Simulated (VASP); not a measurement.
# NCGaFH in VASP: reference runs

Aim: a first look at NCGaFH with PBE, on the cell as given.

Program: VASP 6.6.1. These are calculated values, not measurements. Logs are shortened: lines on timing, memory, paths and dates and some standing lists are left out, and cuts for length are marked.

## Step 1: The molecule as given

The cell holds a molecule in a box, 5 atoms: a = 12.000 Å, b = 13.000 Å, c = 12.000 Å, α = 90.00°, β = 90.00°, γ = 90.00°.

## Step 2: Single point, PBE

INCAR reads:

```
SYSTEM = GaHCNF
PREC     = Accurate       ! precision mode
ENCUT    = 520            ! plane-wave cutoff, eV
EDIFF    = 1E-7           ! SCF threshold, eV
ISMEAR   = 0              ! smearing method
SIGMA    = 0.01           ! smearing width, eV
LREAL    = .False.        ! projectors in reciprocal space
LASPH    = .True.         ! aspherical terms in the spheres
NELM     = 60             ! most SCF steps
ALGO     = Normal         ! electronic algorithm
ISIF     = 2              ! what is computed and relaxed
LWAVE    = .False.        ! write WAVECAR
LCHARG   = .False.        ! write CHGCAR
GGA      = PE             ! functional
NBANDS   = 23             ! bands
```

KPOINTS reads:

```
Automatic mesh
0
Gamma
  1 1 1
  0 0 0
```

POSCAR reads:

```
GaHCNF
1.0
   12.0000000000      0.0000000000      0.0000000000
    0.0000000000     13.0000000000      0.0000000000
    0.0000000000      0.0000000000     12.0000000000
N C Ga F H
1 1 1 1 1
Direct
    0.6235291700      0.3616192300      0.6011083300
    0.5757791700      0.4225807700      0.5503000000
    0.5007208300      0.5290192300      0.4668166700
    0.3786375000      0.4849807700      0.4045583300
    0.5372958300      0.6416115400      0.4518083300
```

Potentials or basis: VASP PAW PBE potentials, release 64 (N, C, Ga_d, F, H).

Command:

```bash
> cat potpaw_PBE.64/N/POTCAR potpaw_PBE.64/C/POTCAR potpaw_PBE.64/Ga_d/POTCAR potpaw_PBE.64/F/POTCAR potpaw_PBE.64/H/POTCAR > POTCAR
> mpirun -np 1 vasp_gam > vasp.out
```

OUTCAR:

```text
SYSTEM = GaHCNF
   PREC = Accurate
   ENCUT = 520
   EDIFF = 1E-7
   ISMEAR = 0
   LREAL = .False.
   LASPH = .True.
   NELM = 60
   ISIF = 2
   GGA = PE

 ion  position               nearest neighbor table
   1  0.624  0.362  0.601-   2 1.15
   2  0.576  0.423  0.550-   1 1.15   3 1.93
   3  0.501  0.529  0.467-   5 1.54   4 1.74   2 1.93
   4  0.379  0.485  0.405-   3 1.74
   5  0.537  0.642  0.452-   3 1.54

  LATTYP: Found a simple tetragonal cell.
 ALAT       =    12.0000000000
 C/A-ratio  =     1.0833333333

  Lattice vectors:

 A1 = ( -12.0000000000,   0.0000000000,   0.0000000000)
 A2 = (   0.0000000000,   0.0000000000,  12.0000000000)
 A3 = (   0.0000000000,  13.0000000000,   0.0000000000)

Analysis of symmetry for initial positions (statically):
=====================================================================
 Subroutine PRICEL returns:
 Original cell was already a primitive cell.

 Routine SETGRP: Setting up the symmetry group for a
 simple tetragonal supercell.

 Subroutine GETGRP returns: Found  1 space group operations
 (whereof  1 operations were pure point group operations)
 out of a pool of 16 trial point group operations.

The static configuration has the point symmetry C_1 .

Analysis of symmetry for dynamics (positions and initial velocities):
=====================================================================
 Subroutine PRICEL returns:
 Original cell was already a primitive cell.

 Routine SETGRP: Setting up the symmetry group for a
 simple tetragonal supercell.

 Subroutine GETGRP returns: Found  1 space group operations
 (whereof  1 operations were pure point group operations)
 out of a pool of 16 trial point group operations.

The dynamic configuration has the point symmetry C_1 .

 Subroutine INISYM returns: Found  1 space group operations
 (whereof  1 operations are pure point group operations),
 and found     1 'primitive' translations

----------------------------------------------------------------------------------------

                                     Primitive cell

  volume of cell :    1872.0000

  direct lattice vectors                    reciprocal lattice vectors
    12.000000000  0.000000000  0.000000000     0.083333333  0.000000000  0.000000000
     0.000000000 13.000000000  0.000000000     0.000000000  0.076923077  0.000000000
[... 68 lines left out ...]
   LREAL  =      F    real-space projection
   EDIFFG = 0.1E-05   stopping-criterion for IOM
   NSW    =      0    number of steps for IOM
   IBRION =     -1    ionic relax: 0-MD 1-quasi-New 2-CG
   NFREE  =      0    steps in history (QN), initial steepest desc. (CG)
   ISIF   =      2    stress and relaxation
   ISYM   =      2    0-nonsym 1-usesym 2-fastsym
   POTIM  = 0.5000    time-step for ionic-motion
   TEBEG  =    0.0;   TEEND  =   0.0 temperature during run
   PSTRESS=    0.0 pullay stress
   NELECT =      30.0000    total number of electrons
   NUPDOWN=      -1.0000    fix difference up-down
   EMIN   =  10.00;   EMAX   =-10.00  energy-range for DOS
   EFERMI =   0.00;   METHOD = LEGACY
   ISMEAR =     0;   SIGMA  =   0.01  broadening in eV -4-tet -1-fermi 0-gaus
   EFERMI_NEDOS =   21; number of points for ismear=-14 and -15
   IALGO  =     38    algorithm
   IMIX   =      4    mixing-type and parameters
     AMIX     =   0.40;   BMIX     =  1.00
     AMIX_MAG =   1.60;   BMIX_MAG =  1.00
  volume/ion in A,a.u.               =     374.40      2526.58
  Fermi-wavevector in a.u.,A,eV,Ry     =   0.412743  0.779972  2.317847  0.170357
  Thomas-Fermi vector in A             =   1.369916
   LORBIT       =      0    0 simple, 1 ext, 2 COOP (PROOUT), +10 PAW based schemes
   GGA     = PE    functional components
   LHFCALC =     F    Hartree Fock is set to
   AEXX    =    0.0000 exact exchange contribution
   IVDW    =     0    specifies the selected vdW correction
   LEPSILON=     F    determine dielectric tensor
   LRPA    =     F    only Hartree local field effects (RPA)
 non-spin polarized calculation
 Gauss-broadening in eV      SIGMA  =   0.01
  energy-cutoff  :      520.00
  volume of cell :     1872.00
 maximum number of plane-waves:     25235
 NGX is ok and might be reduce to    90
   NGX = 45   NGY = 49   NGZ = 45

 number of electron      29.9999991 magnetization

 Free energy of the ion-electron system (eV)
  ---------------------------------------------------
  ext. energy  EPLUGINS =         0.00000000
  ---------------------------------------------------
  free energy    TOTEN  =       -26.72477519 eV

  energy without entropy =      -26.72477519  energy(sigma->0) =      -26.72477519

 E-fermi :  -8.2201     XC(G=0):  -0.6907

 val. band max:       -8.2832803308   @ k =   0.0000   0.0000   0.0000
 cond. band min:      -3.1762012772   @ k =   0.0000   0.0000   0.0000
 fundamental gap:      5.1070790536
 Fermi energy:        -8.2201157610

 k-point     1 :       0.0000    0.0000    0.0000
  band No.  band energies     occupation
      1     -28.6783      2.00000
      2     -22.7614      2.00000
      3     -20.7340      2.00000
      4     -20.6067      2.00000
      5     -20.5627      2.00000
      6     -20.4778      2.00000
[... 15 lines left out ...]
     22       0.7267      0.00000
     23       0.8642      0.00000

------------------------ aborting loop because EDIFF is reached ----------------------------------------

  FORCE on cell =-STRESS in cart. coord.  units (eV):
  Direction    XX          YY          ZZ          XY          YZ          ZX
  --------------------------------------------------------------------------------------
  -------------------------------------------------------------------------------------
  Total        1.0501959      0.8598235      0.6772972     -0.5236554     -0.6369909      0.8777575
  in kB        0.8988248      0.7358920      0.5796743     -0.4481778     -0.5451776      0.7512410
  external PRESSURE =       0.7381304 kB  Pullay stress =       0.0000000 kB

 VOLUME and BASIS-vectors are now :
 -----------------------------------------------------------------------------
  energy-cutoff  :      520.00
  volume of cell :     1872.00
      direct lattice vectors                 reciprocal lattice vectors
    12.000000000  0.000000000  0.000000000     0.083333333  0.000000000  0.000000000
     0.000000000 13.000000000  0.000000000     0.000000000  0.076923077  0.000000000
     0.000000000  0.000000000 12.000000000     0.000000000  0.000000000  0.083333333

 POSITION                                       TOTAL-FORCE (eV/Angst)
 -----------------------------------------------------------------------------------
      7.48235      4.70105      7.21330         0.950770     -1.312179      1.013055
      6.90935      5.49355      6.60360        -0.987273      1.317289     -1.034831
      6.00865      6.87725      5.60180         0.525769      0.285808      0.239878
      4.54365      6.30475      4.85470        -0.437999     -0.179645     -0.221364
      6.44755      8.34095      5.42170        -0.051267     -0.111274      0.003263
 -----------------------------------------------------------------------------------
    total drift:                                0.000788     -0.000756     -0.000751

  FREE ENERGIE OF THE ION-ELECTRON SYSTEM (eV)
  ---------------------------------------------------
  free  energy   TOTEN  =       -26.7247751939 eV

  energy  without entropy=      -26.7247751939  energy(sigma->0) =      -26.72477519
```

Wall time 3.8 min (1 thread of Intel Xeon Platinum 8375C at 2.90GHz (Ice Lake), shared host); peak memory 1.4 GiB.

Results:

```
Free energy                     : -26.7248 eV
Largest force                   : 1.944 eV/Å
Gap between the frontier levels : 5.11 eV
```

Forces on the atoms (eV/Å):
```
N    0.951 -1.312  1.013
C   -0.987  1.317 -1.035
Ga   0.526  0.286  0.240
F   -0.438 -0.180 -0.221
H   -0.051 -0.111  0.003
```

Levels at points of the mesh, in eV from the valence-band top:
```
           k point  band 13  band 14  band 15  band 16  band 17  band 18
(0.00, 0.00, 0.00)    -0.51    -0.36     0.00     5.11     6.60     7.05
```

Caveat: the standard files for N, O and F lose accuracy on very short bonds. Expect the measured gap to be larger: semilocal functionals such as PBE lack the derivative discontinuity.
